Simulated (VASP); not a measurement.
These are PBEsol GGA, VASP's PBE PAW potentials (set 64) (plane waves; VASP) values and carry that method's errors.

Input for VASP

**KPOINTS**
```
Automatic mesh
0
Gamma
 5 5 5
0 0 0
```

### INCAR
```
LMAXMIX = 4   # l cut-off of mixed one-centre charges
ENCUT = 400
SIGMA = 0.1
ISMEAR = 0   # Gaussian
LORBIT = 11
PREC = Accurate
LCHARG = .False.
ISIF = 2   # forces and stress, cell fixed
ISPIN = 2   # spin-polarised
EDIFF = 1E-6
LASPH = .True.   # aspherical one-centre terms
SYSTEM = CuNi3C
MAGMOM = 2*0.0 3*2.0
GGA = PS
LWAVE = .False.
ALGO = Normal
NELM = 100   # most electronic steps
LREAL = .False.   # projection in real space or not
```

**POSCAR**
```
CuNi3C
1
    3.8473360000     0.0000000000     0.0000000000
    0.0000000000     3.8473360000     0.0000000000
    0.0000000000     0.0000000000     3.8473360000
Cu C Ni
1 1 3
Direct
  0.0000000000   0.0000000000   0.0000000000
  0.5000000000   0.5000000000   0.5000000000
  0.0000000000   0.5000000000   0.5000000000
  0.5000000000   0.5000000000   0.0000000000
  0.5000000000   0.0000000000   0.5000000000
```

POTCAR, in this order: Cu C Ni (PBE.64 set). Program: vasp_std.

What VASP printed:

OSZICAR:
```
       N       E                     dE             d eps       ncg     rms          rms(c)
DAV:   1     0.284762044536E+03    0.28476E+03   -0.17164E+04  1224   0.178E+03
DAV:   2    -0.125880032512E+02   -0.29735E+03   -0.28384E+03  1212   0.352E+02
DAV:   3    -0.372524606479E+02   -0.24664E+02   -0.23268E+02  1502   0.126E+02
DAV:   4    -0.382538354515E+02   -0.10014E+01   -0.99380E+00  1412   0.250E+01
DAV:   5    -0.382862337592E+02   -0.32398E-01   -0.32388E-01  1556   0.469E+00    0.271E+01
DAV:   6    -0.377954395063E+02    0.49079E+00   -0.71355E+01  1446   0.137E+02    0.266E+01
DAV:   7    -0.318895073029E+02    0.59059E+01   -0.25571E+01  1620   0.108E+02    0.628E+00
DAV:   8    -0.316861860200E+02    0.20332E+00   -0.30985E+00  1676   0.622E+01    0.401E+00
DAV:   9    -0.315925384921E+02    0.93648E-01   -0.15523E+00  1818   0.331E+01    0.175E+00
DAV:  10    -0.315723159010E+02    0.20223E-01   -0.16263E-01  1930   0.114E+01    0.651E-01
DAV:  11    -0.315728081847E+02   -0.49228E-03   -0.15834E-02  1532   0.113E+00    0.224E-01
DAV:  12    -0.315724847055E+02    0.32348E-03   -0.13156E-03  1704   0.114E+00    0.101E-01
DAV:  13    -0.315725192793E+02   -0.34574E-04   -0.34344E-04  1908   0.265E-01    0.537E-02
DAV:  14    -0.315725089962E+02    0.10283E-04   -0.65154E-05  1596   0.282E-01    0.266E-02
DAV:  15    -0.315725117052E+02   -0.27090E-05   -0.17437E-05  1632   0.474E-02    0.761E-03
DAV:  16    -0.315725116658E+02    0.39397E-07   -0.11561E-06   836   0.207E-02
   1 F= -.31572512E+02 E0= -.31559582E+02  d E =-.258593E-01  mag=     0.5299
```

OUTCAR:
```
------------------------ aborting loop because EDIFF is reached ----------------------------------------
  FORCE on cell =-STRESS in cart. coord.  units (eV):
  Direction    XX          YY          ZZ          XY          YZ          ZX
  --------------------------------------------------------------------------------------
  Total       -7.4502572     -7.4502572     -7.4502572      0.0000000      0.0000000     -0.0000000
  in kB     -209.6049336   -209.6049336   -209.6049336      0.0000000      0.0000000     -0.0000000
  external PRESSURE =    -209.6049336 kB  Pullay stress =       0.0000000 kB
  volume of cell :       56.95
      direct lattice vectors                 reciprocal lattice vectors
     3.847336000  0.000000000  0.000000000     0.259920111  0.000000000  0.000000000
     0.000000000  3.847336000  0.000000000     0.000000000  0.259920111  0.000000000
     0.000000000  0.000000000  3.847336000     0.000000000  0.000000000  0.259920111
 POSITION                                       TOTAL-FORCE (eV/Angst)
 -----------------------------------------------------------------------------------
      0.00000      0.00000      0.00000         0.000000      0.000000      0.000000
      1.92367      1.92367      1.92367         0.000000      0.000000      0.000000
      0.00000      1.92367      1.92367         0.000000      0.000000      0.000000
      1.92367      1.92367      0.00000         0.000000      0.000000      0.000000
      1.92367      0.00000      1.92367         0.000000      0.000000      0.000000
 -----------------------------------------------------------------------------------
    total drift:                                0.000000      0.000000      0.000000
  FREE ENERGIE OF THE ION-ELECTRON SYSTEM (eV)
  ---------------------------------------------------
  free  energy   TOTEN  =       -31.5725116658 eV

  energy  without entropy=      -31.5466523308  energy(sigma->0) =      -31.55958200

 total charge

# of ion       s       p       d       tot
------------------------------------------
    1        0.371   0.267   9.211   9.849
    2        0.881   1.481   0.000   2.362
    3        0.432   0.519   8.376   9.327
    4        0.432   0.519   8.376   9.327
    5        0.432   0.519   8.376   9.327
--------------------------------------------------
tot          2.548   3.304  34.340  40.192

 magnetization (x)

# of ion       s       p       d       tot
------------------------------------------
    1       -0.003   0.003  -0.008  -0.007
    2        0.002   0.026   0.000   0.029
    3        0.007   0.005   0.152   0.164
    4        0.007   0.005   0.152   0.164
    5        0.007   0.005   0.152   0.164
--------------------------------------------------
tot          0.020   0.045   0.447   0.513
```
(Selected blocks of OUTCAR.)

At this cut-off the stress carries a Pulay error, which pulls relaxed volumes low.

The structure was generated: CuNi3C was put into an ordered model structure, which need not be its known phase. The cell was not relaxed at this level. The k-mesh is coarse (spacing up to 0.33 per Å, 2π included), so the numbers may not be converged in it. The run is one of a series of settings (GGA = PS against the base run), some of them coarse on purpose.
